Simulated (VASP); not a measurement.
Take BP (zinc blende), against free atoms with fixed spin and no zero-point term, in VASP with PAW potentials, and its cohesive energy.

One run gives 5.72 eV/atom. Which level is it?
A. r2SCAN
B. PBE
C. PBEsol
D. LDA

C, PBEsol.  The others give 6.30 (LDA), 5.29 (PBE), 5.28 (r2SCAN).

Only levels that ran to the end are used. Left out are those held back, those with too coarse a band path, GW runs whose mesh misses a band edge, hybrids' fits of cells that aren't cubic and levels without matching references; a question may draw on a part of the rest.
